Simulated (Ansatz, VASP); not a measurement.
# Cross-check of ZrC (ZrC strained to the junction's net) between VASP and Ansatz

Wanted: the spread between two codes on one cell, functional and k mesh. The cell is generated by rule, not measured, and may not be a known phase. The structure shown is the end of the Ansatz relaxation below.

Calculated with Ansatz 0.2.0; plane waves, with VASP 6.6.1 beside it; single point at PBE.

### 1. Set-up

It takes space group R-3m (No. 166, trigonal). The conventional cell has a = 3.310 Å, b = 3.310 Å, c = 8.184 Å, α = 90.00°, β = 90.00°, γ = 120.00°. Zr has 6 C at 2.35 Å nearest. Nearest to C lie 6 Zr at 2.35 Å. Farther neighbours are not listed.

### 2. Ansatz: relaxation, PBE

Ansatz runs on its default PAW (the set named soft_2) files.

This run makes the geometry at which the two programs are then compared.

input.yaml

```yaml
crystal:
  lattice:
    - [3.31, 0.0, 0.0]
    - [-1.655, 2.8665440865, 0.0]
    - [0.0, 0.0, 8.1930630822]
  atoms:
    - { symbol: Zr, position: [0.0, 0.0, 0.0] }
    - { symbol: C, position: [0.3333333333, 0.6666666667, 0.1666666667] }
    - { symbol: Zr, position: [0.6666666667, 0.3333333333, 0.3333333333] }
    - { symbol: C, position: [0.0, 0.0, 0.5] }
    - { symbol: Zr, position: [0.3333333333, 0.6666666667, 0.6666666667] }
    - { symbol: C, position: [0.6666666667, 0.3333333333, 0.8333333333] }
kpoints:
  mp_grid: { grid: [12, 12, 4] }
scf:
  occupations: { method: fermi_dirac, width: 0.1 }
  max_iter: 150
hamiltonian:
  xc: pbe
relax:
  f_tol: 0.01
  max_steps: 40
  cell: { fix: [a, b, angles] }
```

Launch:

```bash
$ ansatz run input.yaml --threads 4 --pin off --max-ram 18432MiB --backend cpu --events-out ev --progress --plain --runs-dir out
```

Numbers of over 12 decimals in the logs are rounded to 6 here.

Log:

```text
Engine: ansatz 0.2.0, aarch64-unknown-linux-gnu
Pseudopotentials: kind: paw
Pseudopotential: Zr, paw, valence charge 12, recommended cutoff 420 eV (normal), Zr.paw.azcp
Pseudopotential: C, paw, valence charge 4, recommended cutoff 420 eV (normal), C.paw.azcp
Functional definition: PBE
  parameter kappa = 0.804
  parameter beta = 0.066725
  exchange = pbe_x(kappa = kappa, mu = beta*pi^2/3)
  correlation = pbe_c(beta = beta)
Crystal: 6 atoms, lattice volume = 77.738 Å³
Basis set: ecut = 420 eV, 1539 PW (Γ), exchange–correlation on 48×48×120 points (8 copies of the dense FFT grid, shifted against one another)
Bands: 30, of which v1, the nominal top of the filled ones, is band 24 counted from 1 (23 counted from 0)
Symmetry: 36 space group operations
Space group: R-3m (ITA 166), of the structure as read, at distance tolerance 4.3e-5 Å
k-points: 69 of 576
Non-local potential: Zr, projectors of the file, l = 0: 3, l = 1: 2, l = 2: 2, l = 3: 2
Non-local potential: C, projectors of the file, l = 0: 2, l = 1: 2, l = 2: 1
PAW form: soft (Blöchl's): semilocal exchange-correlation on the pseudo side does not see the compensation charge
PAW one-centre angular grid: Zr, 590 points (default); XC on 64 Gauss nodes
PAW one-centre angular grid: C, 110 points (default); XC on 64 Gauss nodes
Initial density: superposition of atomic densities (neutral atoms: chi_scale 0, normalization atom), corrected by the library's trained network
Initial wavefunctions: pseudopotential atomic-orbital guess
Functional: x = pbe(κ = 0.804, μ = 0.219515), c = pbe(β = 0.066725)
SCF iter   1: F=—  HF=-13309.495014 eV  |F-HF|=—  |Δ(HF+E_count)|=         —  Δρ=1.26e-3  dr2=1.08e-3  ethr=1.77e-3  ⟨swp⟩=4.2  Hψ=8036  notcnv=0
preconditioner: auto → Kerker (q_TF=auto, 2.518 Å⁻¹)  [metal: Δε(μ)=0.047 eV  Ē_g=16.632 eV  σ=0.100 eV  W_gap=0.12  n_scr=24 (ndim 8)  ℏωp=27.3 eV  f_vac=0.000  D(μ)=0.89/eV (n_scr^D=2)]
SCF iter   2: F=—  HF=-13309.493276 eV  |F-HF|=—  |Δ(HF+E_count)|=   1.74e-3  Δρ=5.34e-4  dr2=7.36e-5  ethr=2.25e-6  ⟨swp⟩=2.0  Hψ=4249  notcnv=0
SCF iter   3: F=—  HF=-13309.493350 eV  |F-HF|=—  |Δ(HF+E_count)|=   7.36e-5  Δρ=2.28e-4  dr2=1.21e-5  ethr=1.53e-7  ⟨swp⟩=2.0  Hψ=2612  notcnv=0
SCF iter   4: F=—  HF=-13309.493363 eV  |F-HF|=—  |Δ(HF+E_count)|=   1.34e-5  Δρ=2.72e-5  dr2=4.63e-7  ethr=2.53e-8  ⟨swp⟩=2.9  Hψ=3563  notcnv=0
iter 5 did not close the SCF: its close was put off for the readings that it lacked (scf_convergence_deferred on its scf_iter line)
SCF iter   5: F=-13309.493363 eV  HF=-13309.493363 eV  |F-HF|=9.61e-9  |Δ(HF+E_count)|=   5.00e-9  Δρ=8.98e-6  dr2=4.26e-8  ethr=9.65e-10  ⟨swp⟩=2.0  Hψ=2875  notcnv=0
SCF iter   6: F=-13309.493363 eV  HF=-13309.493363 eV  |F-HF|=2.42e-10  |Δ(HF+E_count)|=   1.63e-8  Δρ=1.64e-6  dr2=9.11e-10  ethr=8.87e-11  ⟨swp⟩=2.0  Hψ=6660  notcnv=0
SCF 1 converged in 6 iterations: F = -13309.493363 eV  dr2 = 9.11e-10
  greatest PAW one-centre occupation: 0.996 electrons in one spin orbital (limit 2), on the Zr atom at site 4 (counted from 0), in its partial waves of l = 0
relax step   1: F+E_penalty+E_count = -13309.49336307 eV  Δ(F+E_penalty+E_count) = +0.000e0 eV  max|allowed force component| = 7.486e-26 eV/Å  Δτ_max = 0.0000 Å  P = +1.661 GPa  Ω = 77.738 Å³  fix = [a, b, alpha, beta, gamma]  reactions: a +2.746, b +2.746 GPa  (6 SCF iters, dr2 threshold 1.00e-7 eV, accepted)
[...]
relax step   2: F+E_penalty+E_count = -13309.49340501 eV  Δ(F+E_penalty+E_count) = -4.194e-5 eV  max|allowed force component| = 6.302e-26 eV/Å  Δτ_max = 0.0000 Å  P = +2.376 GPa  Ω = 77.499 Å³  energy of the carried Pulay correction = +2.984e-4 eV  fix = [a, b, alpha, beta, gamma]  (4 SCF iters, dr2 threshold 6.00e-7 eV, rejected (line search))
[...]
relax step   3: F+E_penalty+E_count = -13309.49361594 eV  Δ(F+E_penalty+E_count) = -2.529e-4 eV  max|allowed force component| = 1.213e-28 eV/Å  Δτ_max = 0.0000 Å  P = +1.927 GPa  Ω = 77.649 Å³  energy of the carried Pulay correction = +1.112e-4 eV  fix = [a, b, alpha, beta, gamma]  reactions: a +2.891, b +2.891 GPa  (6 SCF iters, accepted)
[...]
relax step   4: F+E_penalty+E_count = -13309.49350358 eV  Δ(F+E_penalty+E_count) = +1.124e-4 eV  max|allowed force component| = 8.363e-28 eV/Å  Δτ_max = 0.0000 Å  P = +1.925 GPa  Ω = 77.649 Å³  fix = [a, b, alpha, beta, gamma]  reactions: a +2.890, b +2.890 GPa  stress off target by 5.14e-3 GPa on what of the cell is left free  SCF on the basis re-selected at this cell (its energy is not comparable with the rows above)  (3 SCF iters)
basis re-selected at this cell: Δ(F+E_penalty+E_count) = +1.124e-4 eV, ΔP = -0.002 GPa vs the last step (what re-selecting the basis moved, of the pressure what is left beyond the Pulay correction that the steps carried, after the strain that the cell walked since its last selection, with what the two solves' SCF thresholds leave and, on support functions, any second-order correction that the steps lacked; it is no m [...]
SCF converged after 3 iterations
Free energy (F): -13309.493504 eV
Harris-Foulkes:  -13309.493504 eV  (|F-HF|=3.64e-11)
Internal energy: -13309.462892 eV  (E = F + TS)
E sigma→0 (E₀):  -13309.478198 eV
Entropy (-TS):   -0.030612 eV (-5.102 meV/atom)
Fermi energy:    14.931604 eV
--- Per-component energies (eV) ---
  E_band       = -143.602538
  E_kinetic    = 1268.387930
  E_local      = -1779.481890  (includes V_loc(G=0)·N_el)
  E_nonlocal   = 313.283900
  E_hartree    = 534.605539
  E_xc         = -634.556250
  E_vxc        = -758.673955  (∫ρ·V_xc dr)
  E_paw        = -9156.070534  (= ΣΔE_a)
  E_vpaw       = -256.329717  (= ΣTr[D̂ρ^β])
  E_aug_tail   = 0.000102  (compensation charges beyond the density's cutoff)
  E_ewald      = -3855.631689
  E_smearing   = -0.030612  (= −TS)
  E_closure    = -0.000000  (closes the sum)
  Σ components = -13309.493504   (vs F -13309.493504, Δ=0.00e0)
--- Forces (eV/Å), atoms counted from 1 ---
  atom   1  Zr    -0.00000000     0.00000000     0.00000000
  atom   2  C     -0.00000000     0.00000000     0.00000000
  atom   3  Zr    -0.00000000    -0.00000000    -0.00000000
  atom   4  C     -0.00000000     0.00000000     0.00000000
  atom   5  Zr    -0.00000000     0.00000000     0.00000000
  atom   6  C     -0.00000000    -0.00000000    -0.00000000
  max |Σ_I F_I| component: 1.84e-27 eV/Å
--- Stress (GPa, compression-positive) ---
        2.889760      -0.000000       0.000000
        0.000000       2.889760       0.000000
       -0.000000       0.000000      -0.005140
  P = ⅓ Tr σ = 1.9248 GPa (19.248 kbar)
--- Relaxed structure (3 steps of the walk, 2 accepted, 1 SCFs on fresh bases) ---
  F+E_penalty+E_count = -13309.49350358 eV   max|allowed force component| = 8.363e-28 eV/Å   (the final SCF, on the basis selected at the relaxed cell)
  cell:  # Å, volume = 77.6488 Å³
    - [3.310000, 0, 0]
    - [-1.655000, 2.866544, 0]
    - [0, 0, 8.183675]
  atoms:
    - { symbol: Zr, position: [0, 0, 0] }
    - { symbol: C, position: [0.333333, 0.666667, 0.166667] }
    - { symbol: Zr, position: [0.666667, 0.333333, 0.333333] }
    - { symbol: C, position: [0, 0, 0.5] }
    - { symbol: Zr, position: [0.333333, 0.666667, 0.666667] }
    - { symbol: C, position: [0.666667, 0.333333, 0.833333] }
```

Reading the cycles: dr2 is the Hartree energy of the density residual (eV), the measure of convergence; HF is the Harris–Foulkes estimate of the energy, which meets the free energy F at convergence.

### 3. VASP: single point, PBE

The same cell, functional, mesh and smearing now go to VASP, with its own data sets.

Lines of VASP's logs that name or quote its potential files are left out, and so is its time.

INCAR

```
SYSTEM = ZrC
PREC = Accurate
ENCUT = 600
EDIFF = 1E-06
NELM = 120
ISMEAR = -1
SIGMA = 0.1
LREAL = .FALSE.
ALGO = Normal
GGA = PE
NBANDS = 30
LASPH = .TRUE.
LORBIT = 11
LWAVE = .FALSE.
LCHARG = .FALSE.
ISIF = 2
GGA_COMPAT = .FALSE.
KPAR = 2
```

POSCAR

```
ZrC
1.0
    3.3100000000      0.0000000000      0.0000000000
   -1.6550000000      2.8665440865      0.0000000000
    0.0000000000      0.0000000000      8.1836745497
Zr C
3 3
Direct
    0.0000000000      1.0000000000      1.0000000000
    0.6666666667      0.3333333333      0.3333333333
    0.3333333333      0.6666666667      0.6666666667
    0.3333333333      0.6666666667      0.1666666667
    0.0000000000      1.0000000000      0.5000000000
    0.6666666667      0.3333333333      0.8333333333
```

KPOINTS

```
Automatic mesh
0
Gamma
12 12 4
0 0 0
```

PAW data sets: Zr_sv and C (PBE family, release 64).

Launch:

```bash
$ mpirun -np 2 vasp_std
```

Log:

```text
[banner, memory and clock lines left out]
running    2 mpi-ranks, on    1 nodes
 distrk:  each k-point on    1 cores,    2 groups
 distr:  one band on    1 cores,    1 groups

 POSCAR found type information on POSCAR ZrC
 POSCAR found :  2 types and       6 ions
 LDA part: xc-table for (Slater+PW92), standard interpolation
 POSCAR, INCAR and KPOINTS ok, starting setup
 FFT: planning ... GRIDC
 FFT: planning ... GRID_SOFT
 FFT: planning ... GRID
 WAVECAR not read
 entering main loop
       N       E                     dE             d eps       ncg     rms          rms(c)
DAV:   1     0.471641145551E+03    0.47164E+03   -0.28025E+04  4140   0.180E+03
DAV:   2    -0.253987567224E+02   -0.49704E+03   -0.47879E+03  4780   0.464E+02
DAV:   3    -0.664931031799E+02   -0.41094E+02   -0.39773E+02  6830   0.108E+02
DAV:   4    -0.687108388499E+02   -0.22177E+01   -0.22148E+01  5994   0.226E+01
DAV:   5    -0.687744550384E+02   -0.63616E-01   -0.63609E-01  5842   0.377E+00    0.355E+01
DAV:   6    -0.585922746039E+02    0.10182E+02   -0.65832E+01  4702   0.341E+01    0.147E+01
DAV:   7    -0.583926896075E+02    0.19958E+00   -0.47703E+00  6186   0.936E+00    0.871E+00
DAV:   8    -0.584010306117E+02   -0.83410E-02   -0.32312E-01  5390   0.330E+00    0.895E-01
DAV:   9    -0.583934375003E+02    0.75931E-02   -0.10347E-01  5670   0.116E+00    0.561E-01
DAV:  10    -0.583933564991E+02    0.81001E-04   -0.11162E-02  5206   0.715E-01    0.211E-01
DAV:  11    -0.583933800194E+02   -0.23520E-04   -0.48908E-04  6080   0.143E-01    0.616E-02
DAV:  12    -0.583933654175E+02    0.14602E-04   -0.45656E-05  5058   0.537E-02    0.153E-02
DAV:  13    -0.583933674172E+02   -0.19996E-05   -0.76521E-06  5444   0.193E-02    0.133E-03
DAV:  14    -0.583933672419E+02    0.17526E-06   -0.21742E-07  3180   0.319E-03
   1 F= -.58393367E+02 E0= -.58378050E+02  d E =-.306339E-01
```

OUTCAR, selected parts (step 3):

```text
ion  position               nearest neighbor table
   1  0.000  0.000  0.000-   4 2.35   6 2.35   4 2.35   6 2.35   6 2.35   4 2.35   2 3.33   3 3.33
                             3 3.33   2 3.33   3 3.33   2 3.33
   2  0.667  0.333  0.333-   4 2.35   4 2.35   4 2.35   5 2.35   5 2.35   5 2.35   1 3.33   1 3.33
                             1 3.33   3 3.33   3 3.33   3 3.33
   3  0.333  0.667  0.667-   6 2.35   6 2.35   6 2.35   5 2.35   5 2.35   5 2.35   1 3.33   1 3.33
                             1 3.33   2 3.33   2 3.33   2 3.33
   4  0.333  0.667  0.167-   2 2.35   2 2.35   2 2.35   1 2.35   1 2.35   1 2.35
   5  0.000  0.000  0.500-   2 2.35   3 2.35   3 2.35   2 2.35   2 2.35   3 2.35
   6  0.667  0.333  0.833-   3 2.35   3 2.35   3 2.35   1 2.35   1 2.35   1 2.35

  LATTYP: Found a hexagonal cell.
 ALAT       =     3.3100000000
 C/A-ratio  =     2.4724092295

 Subroutine GETGRP returns: Found 12 space group operations
 (whereof 12 operations were pure point group operations)

The static configuration has the point symmetry D_3d.

 Found     69 irreducible k-points:

   k-points           NKPTS =     69   k-points in BZ     NKDIM =     69   number of bands    NBANDS=     30

   dimension x,y,z NGX =    28 NGY =   28 NGZ =   70
   dimension x,y,z NGXF=    56 NGYF=   56 NGZF=  140

   ENCUT  =  600.0 eV  44.10 Ry    6.64 a.u.   6.61  6.61 16.34*2*pi/ulx,y,z

   NELECT =      48.0000    total number of electrons

 k-points in reciprocal lattice and weights: Automatic mesh
   0.00000000  0.00000000  0.00000000       0.002
   0.08333333  0.00000000  0.00000000       0.010
   0.16666667  0.00000000  0.00000000       0.010
   0.25000000  0.00000000  0.00000000       0.010
   0.33333333  0.00000000  0.00000000       0.010
   0.41666667  0.00000000  0.00000000       0.010
   0.50000000  0.00000000  0.00000000       0.005
   0.08333333  0.08333333  0.00000000       0.010
   0.16666667  0.08333333  0.00000000       0.021
[...]
0.33333333  0.25000000  0.50000000       0.021
   0.33333333  0.33333333  0.50000000       0.003

 average (electrostatic) potential at core
       1 -73.2172       2 -73.2172       3 -73.2172       4 -44.0158       5 -44.0158
       6 -44.0158

 E-fermi :   9.6625

 k-point     1 :       0.0000    0.0000    0.0000
  band No.  band energies     occupation
    ...
     17       5.6852      2.00000
     18       7.2804      2.00000
     19       7.2804      2.00000
     20       7.2804      2.00000
     21       7.2804      2.00000
     22      10.5444      0.00030
     23      10.6033      0.00016
     24      10.6033      0.00016
     25      10.6637      0.00009
     26      10.7815      0.00003
    ...

 k-point     2 :       0.0833    0.0000    0.0000
  band No.  band energies     occupation
    ...
     18       7.1593      2.00000
     19       7.2053      2.00000
     20       7.4733      2.00000
     21       7.5394      2.00000
     22       9.5808      1.38716
     23       9.8072      0.38098
     24       9.9332      0.12509
     25      10.7704      0.00003
     26      11.2587      0.00000
     27      11.4365      0.00000
    ...

 k-point     3 :       0.1667    0.0000    0.0000
  band No.  band energies     occupation
    ...
     20       7.5132      2.00000
     21       7.9536      2.00000
     22       8.2271      2.00000
     23       8.8778      1.99922
     24       9.1511      1.98805
     25      10.9078      0.00001
     26      11.1729      0.00000
     27      11.8335      0.00000
     28      12.0941      0.00000
     29      12.5873      0.00000
    ...

  Total        1.4853856      1.4853856      0.0838360      0.0000000     -0.0000000      0.0000000
  in kB       30.6488957     30.6488957      1.7298416      0.0000000     -0.0000000      0.0000000
  external PRESSURE =      21.0092110 kB  Pullay stress =       0.0000000 kB

  energy-cutoff  :      600.00
  volume of cell :       77.65
      direct lattice vectors                 reciprocal lattice vectors
     3.310000000  0.000000000  0.000000000     0.302114804  0.174426063  0.000000000
    -1.655000000  2.866544086  0.000000000     0.000000000  0.348852126  0.000000000
     0.000000000  0.000000000  8.183674550     0.000000000  0.000000000  0.122194498

 POSITION                                       TOTAL-FORCE (eV/Angst)
 -----------------------------------------------------------------------------------
      0.00000      0.00000      0.00000        -0.000000      0.000000      0.000000
      1.65500      0.95551      2.72789        -0.000000      0.000000      0.000000
     -0.00000      1.91103      5.45578         0.000000     -0.000000      0.000000
     -0.00000      1.91103      1.36395         0.000000      0.000000     -0.000000
      0.00000      0.00000      4.09184         0.000000      0.000000      0.000000
      1.65500      0.95551      6.81973         0.000000      0.000000      0.000000
 -----------------------------------------------------------------------------------
    total drift:                               -0.000000      0.000000      0.000000

  FREE ENERGIE OF THE ION-ELECTRON SYSTEM (eV)
  ---------------------------------------------------
  free  energy   TOTEN  =       -58.3933672419 eV

  energy  without entropy=      -58.3627333457  energy(sigma->0) =      -58.37805029

 total charge
# of ion       s       p       d       tot
------------------------------------------
    1        2.176   6.044   1.631   9.850
    2        2.176   6.044   1.631   9.850
    3        2.176   6.044   1.631   9.850
    4        0.885   1.477   0.000   2.362
    5        0.885   1.477   0.000   2.362
    6        0.885   1.477   0.000   2.362
--------------------------------------------------
tot          9.181  22.562   4.892  36.635

[... 3 further parts left out ...]
```

The run ends at a pressure of 2.10 GPa.

### 4. Side by side

Known differences besides the potentials themselves: the cutoff is 420 eV in Ansatz and 600 eV in VASP; Ansatz's pressure holds a Pulay correction, VASP's none. Total energies have different zeros and are not compared.

Both answers:

```tsv
quantity	Ansatz	VASP	difference
pressure (GPa)	1.92	2.10	-0.18
```

### 5. Results

| Quantity | Value |
| --- | --- |
| difference in pressure (single point, PBE) | -0.18 GPa |

**Reading.** The difference in pressure is -0.18 GPa (single point, PBE), within the 1 GPa picked in this series as the mark of a large difference. How closely two codes agree says nothing of how well the functional describes the real material.

[Lines on the potential files, build, host, timing and source positions are cut from VASP's logs without a mark.]

[Logs are printed without paths, hosts, clocks, repeated set-up lines and the standing remarks that a program may print on its own settings, such as how far it seeks lower states.]

[Hosts, paths, dates, database ids (printed as entryN), source tags and the programs' standing remarks are cut or masked in the printed files.]
